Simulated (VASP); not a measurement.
Calculation: PBE GGA, VASP's PBE PAW potentials (set 64) (plane waves; VASP 6.6.1).

The input files of a VASP run:

### POSCAR
```
ZrB2
1
    1.5817500000    -2.7672120000     0.0000000000
    1.5817500000     2.7672120000     0.0000000000
    0.0000000000     0.0000000000     3.5391650000
Zr B
1 2
Direct
  0.0000000000   0.0000000000   0.0000000000
  0.3333330000   0.6666670000   0.5000000000
  0.6956190000   0.3622850000   0.5000000000
```

### INCAR
```
SYSTEM = ZrB2
PREC = Accurate
ENCUT = 520
EDIFF = 1E-6
NELM = 100
ALGO = Normal
LREAL = .FALSE.
LASPH = .TRUE.
ISMEAR = 1
SIGMA = 0.1
GGA = PE
LMAXMIX = 4
LWAVE = .FALSE.
LCHARG = .FALSE.
ISIF = 2
AMIX = 0.2
BMIX = 1.0
IMIX = 1
```

**KPOINTS**
```
Automatic mesh
0
Gamma
10 10 8
0 0 0
```

POTCAR, in this order: Zr_sv B (PBE.64 set). Program: vasp_std.

Question: Estimate the energy per atom (σ→0), largest force, band gap (on the k-mesh).

Answer: 
The energy per atom (σ→0) is -8.303 eV/atom and the band gap (on the k-mesh) is none (metal, semimetal or under 0.01 eV). The largest force comes out as 1.385 eV/Å.

### OSZICAR
```
...
DAV:  25    -0.249089937398E+02   -0.62584E-05   -0.21129E-06  5514   0.170E-02    0.117E-01
DAV:  26    -0.249089982335E+02   -0.44937E-05   -0.12126E-06  4542   0.135E-02    0.923E-02
DAV:  27    -0.249090014377E+02   -0.32043E-05   -0.89663E-07  3865   0.114E-02    0.730E-02
DAV:  28    -0.249090037251E+02   -0.22874E-05   -0.57965E-07  3520   0.909E-03    0.579E-02
DAV:  29    -0.249090053519E+02   -0.16268E-05   -0.43826E-07  3485   0.774E-03    0.459E-02
DAV:  30    -0.249090065125E+02   -0.11606E-05   -0.32704E-07  3435   0.637E-03    0.363E-02
DAV:  31    -0.249090073416E+02   -0.82914E-06   -0.24622E-07  3415   0.548E-03
   1 F= -.24909007E+02 E0= -.24909097E+02  d E =0.268640E-03
```

The compound is ZrB2 in the AlB2 type structure. The cell was not relaxed at this level, atoms are displaced from their ideal sites. The run is one of a series of settings (AMIX = 0.2, BMIX = 1.0, IMIX = 1 against the base run), some of them coarse on purpose.
